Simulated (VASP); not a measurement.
Crystal: TePb.

```xyz
2
Lattice="0.0000 3.2200 3.2200 3.2200 0.0000 3.2200 3.2200 3.2200 0.0000" Properties=species:S:1:pos:R:3 pbc="T T T"
Pb    0.0000    0.0000    0.0000
Te    3.2200    3.2200    3.2200
```

The cell was built by a generator and needn't be a form met in nature.

| Item | Value |
| --- | --- |
| Program | VASP 6.6.1 |
| Task | relaxation of cell and atoms |
| Functional | r2SCAN |
| Potentials or basis | VASP PAW PBE potentials, release 64 (Pb_d, Te) |
| Cutoff | 600 eV |
| k mesh | 10 × 10 × 10 |
| Occupations | gaussian, width 0.02 eV |
| Spin | no spin polarisation |

At the start: pressure 2.1 GPa; volume 33.39 Å³/atom.

**Question.** Where does the relaxation end?

**Answer.** Over 3 steps the energy falls by 9.2 meV/atom and the volume is 34.88 Å³/atom (+4.5 %); space group Fm-3m (No. 225, to 0.05 Å).

Step by step:
```
step  energy change (eV)  largest force (eV/Å)  pressure (GPa)  volume (Å³)
   1              0.0000                0.0000            2.05        66.77
   2             -0.0157                0.0000           -0.70        70.99
   3             -0.0184                0.0000            0.01        69.76
```

Final structure:
```
CELL_PARAMETERS angstrom
0.00000 3.26738 3.26738
3.26738 0.00000 3.26738
3.26738 3.26738 0.00000
ATOMIC_POSITIONS crystal
Pb 0.00000 0.00000 0.00000
Te 0.50000 0.50000 0.50000
```

Caveat: the PAW data sets were made with another functional, which shifts forces and pressure a little.
